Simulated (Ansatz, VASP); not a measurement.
## Cross-check of Cu (Cu wire along [110], 17 atoms a period) between VASP and Ansatz

One calculation is typed for both programs; each brings its own data sets. How far apart do they land? Of the first pair: The structure shown is the start of the Ansatz relaxation below; VASP solves that cell, so the two are compared at the walk's first step.

Main program and level: Ansatz 0.2.0; plane waves, with VASP 6.6.1 beside it; single point at PBE.

### Step 1. Starting point

The cell holds 17 atoms: 17 Cu. Its edges and angles: a = 14.060 Å, b = 14.500 Å, c = 2.567 Å, α = 90.0°, β = 90.0°, γ = 90.0°. Vacuum lies along a and b. The structure's axis is c.

### Step 2. Ansatz: relaxation, PBE

Ansatz runs on its PAW soft_1 files.

The two programs are compared at the cell with which this relaxation starts, whose forces are those of its first step.

Contents of input.yaml:

```yaml
crystal:
  lattice:
    - [14.06, 0.0, 0.0]
    - [0.0, 14.5, 0.0]
    - [0.0, 0.0, 2.5667976157]
  atoms:
    - { symbol: Cu, position: [0.241820768, 0.322993021, 0.0] }
    - { symbol: Cu, position: [0.241820768, 0.500013546, 0.0] }
    - { symbol: Cu, position: [0.5, 0.322993021, 0.0] }
    - { symbol: Cu, position: [0.5, 0.500013546, 0.0] }
    - { symbol: Cu, position: [0.758179232, 0.322993021, 0.0] }
    - { symbol: Cu, position: [0.758179232, 0.500013546, 0.0] }
    - { symbol: Cu, position: [0.370910384, 0.234482759, 0.5] }
    - { symbol: Cu, position: [0.370910384, 0.411503284, 0.5] }
    - { symbol: Cu, position: [0.370910384, 0.588523809, 0.5] }
    - { symbol: Cu, position: [0.370910384, 0.765544334, 0.5] }
    - { symbol: Cu, position: [0.629089616, 0.234482759, 0.5] }
    - { symbol: Cu, position: [0.629089616, 0.411503284, 0.5] }
    - { symbol: Cu, position: [0.629089616, 0.588523809, 0.5] }
    - { symbol: Cu, position: [0.629089616, 0.765544334, 0.5] }
    - { symbol: Cu, position: [0.241820768, 0.677034072, 0.0] }
    - { symbol: Cu, position: [0.5, 0.677034072, 0.0] }
    - { symbol: Cu, position: [0.758179232, 0.677034072, 0.0] }
kpoints:
  mp_grid: { grid: [1, 1, 32] }
scf:
  occupations: { method: fermi_dirac, width: 0.05 }
hamiltonian:
  xc: pbe
  pseudopotentials: { kind: paw, azcp: { folder: soft_1 } }
relax:
  cell: { fix: [a, b, alpha, beta, gamma] }
  max_steps: 45
  f_tol: 0.03
```

Launch:

```bash
> ansatz run input.yaml --threads 4 --pin off --max-ram 16384MiB --backend cpu --events-out ev --progress --plain --runs-dir out
```

Numbers of over 12 decimals in the logs are rounded to 6 here.

Output:

```text
Engine: ansatz 0.2.0, aarch64-unknown-linux-gnu
Pseudopotentials: kind: paw
Pseudopotential: Cu, paw, valence charge 19, recommended cutoff 420 eV (normal), soft_1/Cu.paw.azcp
Functional definition: PBE
  parameter kappa = 0.804
  parameter beta = 0.066725
  exchange = pbe_x(kappa = kappa, mu = beta*pi^2/3)
  correlation = pbe_c(beta = beta)
Crystal: 17 atoms, lattice volume = 523.293 Å³
Basis set: ecut = 420 eV, 10255 PW (Γ), exchange–correlation on 192×200×36 points (8 copies of the dense FFT grid, shifted against one another)
Bands: 194, of which v1, the nominal top of the filled ones, is band 162 counted from 1 (161 counted from 0)
Symmetry: 8 space group operations
Space group: Pmmm (ITA 47), of the structure as read, at distance tolerance 8.1e-5 Å
k-points: 17 of 32
Non-local potential: Cu, projectors of the file, l = 0: 3, l = 1: 2, l = 2: 3, l = 3: 1
PAW form: soft (Blöchl's): semilocal exchange-correlation on the pseudo side does not see the compensation charge
PAW one-centre angular grid: Cu, 590 points (default); XC on 64 Gauss nodes
Initial density: superposition of atomic densities (neutral atoms: chi_scale 0, normalization atom)
Initial wavefunctions: pseudopotential atomic-orbital guess
Functional: x = pbe(κ = 0.804, μ = 0.219515), c = pbe(β = 0.066725)
SCF iter   1: F=—  HF=-112631.590509 eV  |F-HF|=—  |Δ(HF+E_count)|=         —  Δρ=1.44e-1  dr2=6.76e1  ethr=3.10e-3  ⟨swp⟩=6.1  Hψ=12726  notcnv=0  defer=112
preconditioner: auto → LDOS  [metal: Δε(μ)=0.010 eV  Ē_g=6.742 eV  σ=0.050 eV  W_gap=0.05  n_scr=110 (ndim 8)  ℏωp=22.2 eV  f_vac=0.530  D(μ)=7.88/eV (n_scr^D=44)  β→1.0]
SCF iter   2: F=—  HF=-112703.208542 eV  |F-HF|=—  |Δ(HF+E_count)|=    7.16e1  Δρ=2.91e-1  dr2=2.60e2  ethr=3.10e-3  ⟨swp⟩=4.0  Hψ=9872  notcnv=0  defer=360  recentre
SCF iter   3: F=—  HF=-112620.474382 eV  |F-HF|=—  |Δ(HF+E_count)|=    8.27e1  Δρ=3.63e-2  dr2=4.63e0  ethr=3.10e-3  ⟨swp⟩=4.0  Hψ=8586  notcnv=0  defer=374
SCF iter   4: F=—  HF=-112619.827694 eV  |F-HF|=—  |Δ(HF+E_count)|=   6.47e-1  Δρ=1.69e-2  dr2=8.91e-1  ethr=1.43e-3  ⟨swp⟩=2.4  Hψ=5540  notcnv=0  defer=355
SCF iter   5: F=—  HF=-112619.658292 eV  |F-HF|=—  |Δ(HF+E_count)|=   1.69e-1  Δρ=3.93e-3  dr2=6.66e-2  ethr=2.76e-4  ⟨swp⟩=2.0  Hψ=5391  notcnv=0  defer=355
SCF iter   6: F=—  HF=-112619.673276 eV  |F-HF|=—  |Δ(HF+E_count)|=   1.50e-2  Δρ=1.87e-3  dr2=1.38e-2  ethr=2.06e-5  ⟨swp⟩=2.0  Hψ=4715  notcnv=0  defer=355
SCF iter   7: F=—  HF=-112619.675057 eV  |F-HF|=—  |Δ(HF+E_count)|=   1.78e-3  Δρ=5.19e-4  dr2=8.76e-4  ethr=4.26e-6  ⟨swp⟩=2.0  Hψ=4579  notcnv=0  defer=355
SCF iter   8: F=—  HF=-112619.676104 eV  |F-HF|=—  |Δ(HF+E_count)|=   1.05e-3  Δρ=4.10e-4  dr2=7.20e-4  ethr=2.71e-7  ⟨swp⟩=2.8  Hψ=5350  notcnv=0  defer=355
SCF iter   9: F=—  HF=-112619.676089 eV  |F-HF|=—  |Δ(HF+E_count)|=   1.54e-5  Δρ=1.78e-4  dr2=1.94e-4  ethr=2.23e-7  ⟨swp⟩=2.0  Hψ=4442  notcnv=0  defer=355
SCF iter  10: F=—  HF=-112619.676073 eV  |F-HF|=—  |Δ(HF+E_count)|=   1.56e-5  Δρ=6.82e-5  dr2=1.93e-5  ethr=5.99e-8  ⟨swp⟩=2.0  Hψ=4447  notcnv=0  defer=355
SCF iter  11: F=—  HF=-112619.676097 eV  |F-HF|=—  |Δ(HF+E_count)|=   2.40e-5  Δρ=3.88e-5  dr2=5.20e-6  ethr=5.99e-9  ⟨swp⟩=2.0  Hψ=4646  notcnv=0  defer=355
SCF iter  12: F=—  HF=-112619.676098 eV  |F-HF|=—  |Δ(HF+E_count)|=   8.89e-7  Δρ=1.89e-5  dr2=1.37e-6  ethr=1.61e-9  ⟨swp⟩=2.0  Hψ=5694  notcnv=0  defer=355
SCF iter  13: F=—  HF=-112619.676098 eV  |F-HF|=—  |Δ(HF+E_count)|=   5.37e-7  Δρ=6.42e-6  dr2=1.61e-7  ethr=4.26e-10  ⟨swp⟩=2.1  Hψ=5705  notcnv=0  defer=355
SCF iter  14: F=-112619.676099 eV  HF=-112619.676099 eV  |F-HF|=3.96e-8  |Δ(HF+E_count)|=   2.18e-7  Δρ=4.07e-6  dr2=6.39e-8  ethr=3.10e-11  ⟨swp⟩=4.1  Hψ=10464  notcnv=0
SCF 1 converged in 14 iterations: F = -112619.676099 eV  dr2 = 6.39e-8
  greatest PAW one-centre occupation: 1.000 electrons in one spin orbital (limit 2), on the Cu atom at site 13 (counted from 0), in its partial waves of l = 0
relax step   1: F+E_penalty+E_count = -112619.67609864 eV  Δ(F+E_penalty+E_count) = +0.000e0 eV  max|allowed force component| = 4.760e-1 eV/Å  Δτ_max = 0.0000 Å  P = -2.210 GPa  Ω = 523.293 Å³  fix = [a, b, alpha, beta, gamma]  reactions: a -1.862, b -1.908 GPa  (14 SCF iters, dr2 threshold 1.00e-7 eV, accepted)
[...]
relax step   4: F+E_penalty+E_count = -112619.96380397 eV  Δ(F+E_penalty+E_count) = -4.323e-3 eV  max|allowed force component| = 1.286e-2 eV/Å  Δτ_max = 0.0271 Å  P = -0.023 GPa  Ω = 510.539 Å³  energy of the carried Pulay correction = +4.151e-3 eV  fix = [a, b, alpha, beta, gamma]  reactions: a -0.004, b +0.016 GPa  (9 SCF iters, dr2 threshold 2.69e-7 eV, accepted)
[...]
relax step   5: F+E_penalty+E_count = -112619.96424930 eV  Δ(F+E_penalty+E_count) = -4.453e-4 eV  max|allowed force component| = 2.669e-3 eV/Å  Δτ_max = 0.0070 Å  P = +0.035 GPa  Ω = 510.206 Å³  energy of the carried Pulay correction = +4.261e-3 eV  fix = [a, b, alpha, beta, gamma]  reactions: a +0.050, b +0.057 GPa  (8 SCF iters, dr2 threshold 1.68e-8 eV, accepted)
[...]
relax step   6: F+E_penalty+E_count = -112619.95932417 eV  Δ(F+E_penalty+E_count) = +4.925e-3 eV  max|allowed force component| = 2.679e-3 eV/Å  Δτ_max = 0.0000 Å  P = +0.041 GPa  Ω = 510.206 Å³  fix = [a, b, alpha, beta, gamma]  reactions: a +0.053, b +0.061 GPa  stress off target by 8.19e-3 GPa on what of the cell is left free  SCF on the basis re-selected at this cell (its energy is not comparable with the rows above)  (10 SCF iters)
basis re-selected at this cell: Δ(F+E_penalty+E_count) = +4.925e-3 eV, ΔP = +0.006 GPa vs the last step (what re-selecting the basis moved, of the pressure what is left beyond the Pulay correction that the steps carried, after the strain that the cell walked since its last selection, with what the two solves' SCF thresholds leave and, on support functions, any second-order correction that the steps lacked; it is no m [...]
SCF converged after 10 iterations
Free energy (F): -112619.959324 eV
Harris-Foulkes:  -112619.959324 eV  (|F-HF|=1.89e-10)
Internal energy: -112619.911014 eV  (E = F + TS)
E sigma→0 (E₀):  -112619.935169 eV
Entropy (-TS):   -0.048310 eV (-2.842 meV/atom)
Fermi energy:    3.862212 eV
--- Per-component energies (eV) ---
  E_band       = -10200.072515
  E_kinetic    = 4446.908400
  E_local      = -302309.681233  (includes V_loc(G=0)·N_el)
  E_nonlocal   = 15188.316468
  E_hartree    = 143333.282925
  E_xc         = -1156.590222
  E_vxc        = -1491.866609  (∫ρ·V_xc dr)
  E_paw        = -30906.201846  (= ΣΔE_a)
  E_vpaw       = -12700.332185  (= ΣTr[D̂ρ^β])
  E_aug_tail   = 0.016179  (compensation charges beyond the density's cutoff)
  E_ewald      = 58784.038316
  E_smearing   = -0.048310  (= −TS)
  E_closure    = -0.000000  (closes the sum)
  Σ components = -112619.959324   (vs F -112619.959324, Δ=0.00e0)
--- Forces (eV/Å), atoms counted from 1 ---
  atom   1  Cu     0.00104932    -0.00053760    -0.00000000
  atom   2  Cu    -0.00015097    -0.00000000     0.00000000
  atom   3  Cu     0.00000000     0.00194157     0.00000000
  atom   4  Cu    -0.00000000     0.00000000     0.00000000
  atom   5  Cu    -0.00104932    -0.00053760    -0.00000000
  atom   6  Cu     0.00015097     0.00000000    -0.00000000
  atom   7  Cu    -0.00267852     0.00031365     0.00000000
  atom   8  Cu    -0.00016599     0.00078470     0.00000000
  atom   9  Cu    -0.00016599    -0.00078470    -0.00000000
  atom  10  Cu    -0.00267852    -0.00031365     0.00000000
  atom  11  Cu     0.00267852     0.00031365    -0.00000000
  atom  12  Cu     0.00016599     0.00078470     0.00000000
  atom  13  Cu     0.00016599    -0.00078470    -0.00000000
  atom  14  Cu     0.00267852    -0.00031365    -0.00000000
  atom  15  Cu     0.00104932     0.00053760     0.00000000
  atom  16  Cu    -0.00000000    -0.00194157    -0.00000000
  atom  17  Cu    -0.00104932     0.00053760     0.00000000
  max |Σ_I F_I| component: 4.34e-19 eV/Å
--- Stress (GPa, compression-positive) ---
        0.053088       0.000000      -0.000000
        0.000000       0.061112       0.000000
       -0.000000       0.000000       0.008192
  P = ⅓ Tr σ = 0.0408 GPa (0.408 kbar)
--- Relaxed structure (5 steps of the walk, 5 accepted, 1 SCFs on fresh bases) ---
  F+E_penalty+E_count = -112619.95932417 eV   max|allowed force component| = 2.679e-3 eV/Å   (the final SCF, on the basis selected at the relaxed cell)
  cell:  # Å, volume = 510.2060 Å³
    - [14.06, 0, 0]
    - [0, 14.5, 0]
    - [0, 0, 2.502605]
  atoms:
    - { symbol: Cu, position: [0.244510, 0.327422, 0] }
    - { symbol: Cu, position: [0.240045, 0.500014, 0.0] }
    - { symbol: Cu, position: [0.500000, 0.320436, 0] }
    - { symbol: Cu, position: [0.500000, 0.500014, 0] }
    - { symbol: Cu, position: [0.755490, 0.327422, 0] }
    - { symbol: Cu, position: [0.759955, 0.500014, 0] }
    - { symbol: Cu, position: [0.369636, 0.241046, 0.500000] }
    - { symbol: Cu, position: [0.370020, 0.413309, 0.500000] }
    - { symbol: Cu, position: [0.370020, 0.586718, 0.500000] }
    - { symbol: Cu, position: [0.369636, 0.758981, 0.500000] }
    - { symbol: Cu, position: [0.630364, 0.241046, 0.500000] }
    - { symbol: Cu, position: [0.629980, 0.413309, 0.500000] }
    - { symbol: Cu, position: [0.629980, 0.586718, 0.500000] }
    - { symbol: Cu, position: [0.630364, 0.758981, 0.500000] }
    - { symbol: Cu, position: [0.244510, 0.672605, 0] }
    - { symbol: Cu, position: [0.500000, 0.679592, 0.0] }
    - { symbol: Cu, position: [0.755490, 0.672605, 0] }
```

In the SCF lines HF is the Harris–Foulkes energy and dr2 the Hartree energy of the density residual, in eV; the loop may stop once dr2 is under the threshold and the program's other checks hold. Hψ counts applications of the Hamiltonian.

(Continued in part 2 of 3.)

[Lines on the potential files, build, host, timing and source positions are cut from VASP's logs without a mark.]

[Logs are printed without paths, hosts, clocks, repeated set-up lines and the standing remarks that a program may print on its own settings, such as how far it seeks lower states.]

[Hosts, paths, dates, database ids (printed as entryN), source tags and the programs' standing remarks are cut or masked in the printed files.]
